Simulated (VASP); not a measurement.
Crystal: SiB.

```
CELL_PARAMETERS angstrom
6.28900 0.00000 0.00000
0.00000 2.97200 0.00000
0.00000 0.00000 4.29000
ATOMIC_POSITIONS crystal
Si 0.83157 0.75000 0.99441
Si 0.16843 0.25000 0.00559
Si 0.66843 0.25000 0.49441
Si 0.33157 0.75000 0.50559
B 0.92205 0.75000 0.50559
B 0.07795 0.25000 0.49441
B 0.42205 0.75000 0.99441
B 0.57795 0.25000 0.00559
```

The cell was built by a generator and needn't be a form met in nature.

```yaml
Program: VASP 6.6.1
Task: relaxation of cell and atoms
Functional: PBE
Potentials_or_basis: VASP PAW PBE potentials, release 64 (Si, B)
Cutoff: 520 eV
k_mesh: 6 × 10 × 8
Occupations: gaussian, width 0.1 eV
Spin: no spin polarisation
```

At the start: pressure 0.7 GPa; volume 10.02 Å³/atom.

Q: Where does the relaxation end?

A: Over 75 steps the energy falls by 218.4 meV/atom and the volume is 11.05 Å³/atom (+10.2 %); space group Pnma (No. 62, to 0.05 Å).

The path:
```
step  energy change (eV)  largest force (eV/Å)  pressure (GPa)  volume (Å³)
   1              0.0000                0.3355            0.68        80.18
   3             -0.1326                0.3514           -2.38        81.72
   5             -0.2120                0.2821            0.63        80.33
   7             -0.2357                0.1465            0.44        80.70
   9             -0.2411                0.0740            0.15        81.05
  11             -0.2444                0.0518           -0.18        81.43
  13             -0.2474                0.0407            0.32        81.50
  15             -0.2480                0.0233            0.02        81.79
  17             -0.2482                0.0222           -0.03        81.80
  19             -0.2483                0.0833           -0.39        81.88
  21             -0.2486                0.0503           -0.24        81.84
  23             -0.2490                0.0587           -0.20        81.80
  25             -0.2509                0.1001           -0.03        81.65
  27             -0.2517                0.2537            0.89        81.04
  29             -0.2539                0.1991            0.50        81.27
  31             -0.2545                0.2085            0.56        81.23
  33             -0.2554                0.2493            0.89        81.09
  35             -0.2612                0.2615            0.99        81.14
  37             -0.2727                0.3192            1.86        81.38
  39             -0.2801                0.3100            1.63        81.42
  41             -0.3460                0.4075            2.19        82.30
  43              0.2792                3.5321            9.10        85.76
  45             -0.4001                1.0563            3.95        83.62
  47             -0.4249                1.3185            4.39        84.18
  49             -0.4241                1.4107            4.54        84.34
  51             -0.5068                1.4055            4.25        84.74
  53             -0.8399                1.4242            3.01        86.48
  55             -1.0828                1.7826            0.37        89.65
  57             -1.5915                0.4136           -1.44        90.09
  59             -1.6206                0.4522           -1.12        89.86
  61             -1.6563                0.5671            2.51        87.40
  63             -1.7110                0.2904            0.44        88.40
  65             -1.7353                0.1494           -0.16        88.42
  67             -1.7413                0.0692            0.10        88.28
  69             -1.7445                0.0539           -0.03        88.41
  71             -1.7462                0.0345           -0.30        88.56
  73             -1.7473                0.0193            0.09        88.33
  75             -1.7474                0.0079            0.05        88.36
```

Final structure:
```
CELL_PARAMETERS angstrom
5.24520 0.00000 0.00000
0.00000 2.97699 0.00000
0.00000 0.00000 5.65879
ATOMIC_POSITIONS crystal
Si 0.83109 0.75000 0.09371
Si 0.16891 0.25000 0.90629
Si 0.66891 0.25000 0.59371
Si 0.33109 0.75000 0.40629
B 0.93037 0.75000 0.44438
B 0.06963 0.25000 0.55562
B 0.43037 0.75000 0.05562
B 0.56963 0.25000 0.94438
```
